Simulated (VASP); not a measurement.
Computed with PBE GGA, VASP's PBE PAW potentials (set 64) (plane waves; VASP).

VASP ran on this input.

File KPOINTS:
```
Regular mesh
0
G
 9 9 9
```

POSCAR:
```
Na
1
   -2.1726000000     2.1726000000     2.1726000000
    2.1726000000    -2.1726000000     2.1726000000
    2.1726000000     2.1726000000    -2.1726000000
Na
1
Direct
  0.0000000000   0.0000000000   0.0000000000
```

**INCAR**
```
! general
SYSTEM = Na
PREC   = Accurate
ENCUT  = 400
LREAL  = .FALSE.
LASPH  = .TRUE.

! electronic loop
EDIFF  = 1E-6
NELM   = 100
ALGO   = Normal

! smearing
ISMEAR = 1
SIGMA  = 0.1

! functional
GGA    = PE

! ions
ISIF   = 2

! output
LWAVE  = .FALSE.
LCHARG = .FALSE.
```

POTCAR, in this order: Na_pv (PBE.64 set). Program: vasp_std.

Q: What will the output report for the number of irreducible k-points (NKPTS), number of bands (NBANDS), largest plane-wave count, number of space-group operations, FFT grid (NGX, NGY, NGZ)?

A: 
```
Quantity                                      Result
--------------------------------------  ------------
number of irreducible k-points (NKPTS)            35
number of bands (NBANDS)                           7
largest plane-wave count                         767
number of space-group operations                  48
FFT grid (NGX, NGY, NGZ)                28 × 28 × 28
```

The compound is Na in the bcc structure. The cell was not relaxed at this level.
